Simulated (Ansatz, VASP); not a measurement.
One calculation of Li3SiS6, two programs

Contents of INCAR:

```
ALGO = Normal ; EDIFF = 1E-7
ENCUT = 520 ; GGA = PE
ISIF = 2 ; ISMEAR = 0
LASPH = T ; LCHARG = F
LREAL = F ; LWAVE = F
NBANDS = 36 ; NELM = 60
PREC = Accurate ; SIGMA = 0.1
```

File KPOINTS:

```
k-points
0
Gamma
  4 4 4
```

POSCAR

```
Li3SiS6
1.0
    0.0000000000      4.5696188000      4.5696188000
    4.5696188000      0.0000000000      4.5696188000
    4.5696188000      4.5696188000      0.0000000000
Li Si S
3 1 6
Direct
    0.2500000000      0.2500000000      0.2500000000
    0.7500000000      0.7500000000      0.7500000000
    0.5000000000      0.5000000000      0.5000000000
    0.0000000000      0.0000000000      0.0000000000
    0.7689539900      0.2310460100      0.2310460100
    0.2310460100      0.7689539900      0.7689539900
    0.2310460100      0.7689539900      0.2310460100
    0.7689539900      0.2310460100      0.7689539900
    0.2310460100      0.2310460100      0.7689539900
    0.7689539900      0.7689539900      0.2310460100
```

Input for Ansatz:

```yaml
crystal:
  lattice:
    - [0.0, 4.5696188, 4.5696188]
    - [4.5696188, 0.0, 4.5696188]
    - [4.5696188, 4.5696188, 0.0]
  atoms:
    - { symbol: Li, position: [0.25, 0.25, 0.25] }
    - { symbol: Li, position: [0.75, 0.75, 0.75] }
    - { symbol: Li, position: [0.5, 0.5, 0.5] }
    - { symbol: Si, position: [0.0, 0.0, 0.0] }
    - { symbol: S, position: [0.76895399, 0.23104601, 0.23104601] }
    - { symbol: S, position: [0.23104601, 0.76895399, 0.76895399] }
    - { symbol: S, position: [0.23104601, 0.76895399, 0.23104601] }
    - { symbol: S, position: [0.76895399, 0.23104601, 0.76895399] }
    - { symbol: S, position: [0.23104601, 0.23104601, 0.76895399] }
    - { symbol: S, position: [0.76895399, 0.76895399, 0.23104601] }
basis:
  ecutwfc: 420
kpoints:
  mp_grid: { grid: [4, 4, 4] }
hamiltonian:
  xc: pbe
scf:
  occupations: { method: gaussian, width: 0.1 }
  lower_state_search: "off"
output:
  forces: true
  stress: true
  eigenvalues: true
```

Change from the starting cell: species swapped into the K3HoF6 type (Fm-3m, No. 225).

Alike in both runs: task single point; functional PBE; k mesh 4 × 4 × 4; occupations gaussian, width 0.1 eV; no spin polarisation.

```csv
,VASP,Ansatz
version,VASP 6.6.1,Ansatz 0.2.0
potentials or method,"VASP PAW PBE potentials, release 64 (Li_sv, Si, S)","scalar-relativistic, plane waves, PAW"
plane-wave cutoff (eV),520,420
valence electrons in the cell,49,49
```

Ansatz gave:

- gap on the k mesh at the Fermi level (eV): none
- rms of the force components (eV/Å): 0.634

What did VASP give for the same quantities?

gap on the k mesh at the Fermi level (eV): none; rms of the force components (eV/Å): 0.626.

Atom by atom the forces differ by 0.008 eV/Å (rms over components). A gap of «none» marks a metal or a gap that the smearing closes.

Caveats: forces of over 1 eV/Å show positions far from the minimum, so gaps and moduli don't describe the material at rest.
